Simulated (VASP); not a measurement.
These are r2SCAN+rVV10, VASP's PBE PAW potentials (set 64) (plane waves; VASP) values and carry that method's errors.

VASP input:

File POSCAR:
```
KBr
1.0
  0.0000000000   3.2067979672   3.2067979672
  3.2067979672   0.0000000000   3.2067979672
  3.2067979672   3.2067979672   0.0000000000
K Br
1 1
Cart
  0.0000000000   0.0000000000   0.0000000000
  3.2067979672   3.2067979672   3.2067979672
```

KPOINTS:
```
Automatic mesh
0
Gamma
7 7 7
0 0 0
```

INCAR:
```
ALGO = Normal
BPARAM = 11.95
CPARAM = 0.0093
EDIFF = 1E-7
ENCUT = 520
ISIF = 2
ISMEAR = 0
LASPH = .True.
LCHARG = .False.
LMAXMIX = 4
LMIXTAU = .True.
LREAL = .False.
LUSE_VDW = .True.
LWAVE = .False.
METAGGA = R2SCAN
NELM = 100
PREC = Accurate
SIGMA = 0.05
SYSTEM = KBr
```

POTCAR, in this order: K_sv Br (PBE.64 set). Program: vasp_std.

What VASP printed:

### OSZICAR
```
       N       E                     dE             d eps       ncg     rms          rms(c)
DAV:   1     0.849246417086E+02    0.84925E+02   -0.72316E+03   480   0.120E+03
DAV:   2    -0.195444980802E+02   -0.10447E+03   -0.95031E+02   612   0.284E+02
DAV:   3    -0.261858078545E+02   -0.66413E+01   -0.65749E+01   620   0.631E+01
DAV:   4    -0.265143796387E+02   -0.32857E+00   -0.32818E+00   824   0.124E+01
DAV:   5    -0.265165715285E+02   -0.21919E-02   -0.21918E-02   632   0.119E+00    0.324E+00
DAV:   6    -0.227585842764E+02    0.37580E+01   -0.14024E+00   740   0.124E+01    0.225E+00
DAV:   7    -0.226015561168E+02    0.15703E+00   -0.39348E-01   856   0.720E+00    0.638E-01
DAV:   8    -0.230944170907E+02   -0.49286E+00   -0.32075E-01   588   0.571E+00    0.639E-01
DAV:   9    -0.226833257071E+02    0.41109E+00   -0.19090E-01   508   0.512E+00    0.402E-01
DAV:  10    -0.226968004959E+02   -0.13475E-01   -0.20795E-02   576   0.180E+00    0.130E-01
DAV:  11    -0.226665141027E+02    0.30286E-01   -0.66040E-02   480   0.310E+00    0.111E-01
DAV:  12    -0.227115746997E+02   -0.45061E-01   -0.11770E-02   480   0.138E+00    0.720E-02
DAV:  13    -0.227187080976E+02   -0.71334E-02   -0.39153E-03   512   0.723E-01    0.187E-02
DAV:  14    -0.227188767759E+02   -0.16868E-03   -0.96213E-05   628   0.119E-01    0.212E-02
DAV:  15    -0.227190707641E+02   -0.19399E-03   -0.13801E-04   524   0.155E-01    0.127E-02
DAV:  16    -0.227191023762E+02   -0.31612E-04   -0.81471E-05   528   0.114E-01    0.243E-03
DAV:  17    -0.227191174782E+02   -0.15102E-04   -0.99283E-06   552   0.441E-02    0.221E-03
DAV:  18    -0.227191172433E+02    0.23483E-06   -0.17913E-07   520   0.563E-03    0.684E-04
DAV:  19    -0.227191166588E+02    0.58450E-06   -0.53934E-07   536   0.116E-02    0.602E-04
DAV:  20    -0.227191173974E+02   -0.73860E-06   -0.24932E-07   536   0.705E-03    0.521E-04
DAV:  21    -0.227191173683E+02    0.29109E-07   -0.36476E-08   428   0.289E-03
   1 F= -.22719117E+02 E0= -.22719117E+02  d E =-.170370E-19
```

OUTCAR:
```
------------------------ aborting loop because EDIFF is reached ----------------------------------------
  FORCE on cell =-STRESS in cart. coord.  units (eV):
  Direction    XX          YY          ZZ          XY          YZ          ZX
  --------------------------------------------------------------------------------------
  Total        0.5138193      0.5138193      0.5138193     -0.0000000     -0.0000000      0.0000000
  in kB       12.4817699     12.4817699     12.4817699     -0.0000000     -0.0000000      0.0000000
  external PRESSURE =      12.4817699 kB  Pullay stress =       0.0000000 kB
  volume of cell :       65.95
      direct lattice vectors                 reciprocal lattice vectors
     0.000000000  3.206797967  3.206797967    -0.155918772  0.155918772  0.155918772
     3.206797967  0.000000000  3.206797967     0.155918772 -0.155918772  0.155918772
     3.206797967  3.206797967  0.000000000     0.155918772  0.155918772 -0.155918772
  FREE ENERGIE OF THE ION-ELECTRON SYSTEM (eV)
  ---------------------------------------------------
  free  energy   TOTEN  =       -22.7191173683 eV

  energy  without entropy=      -22.7191173683  energy(sigma->0) =      -22.71911737
```
(Selected blocks of OUTCAR.)

The compound is KBr in the rock salt structure. This cell is one point of a volume scan, at 0.94 of the reference volume.
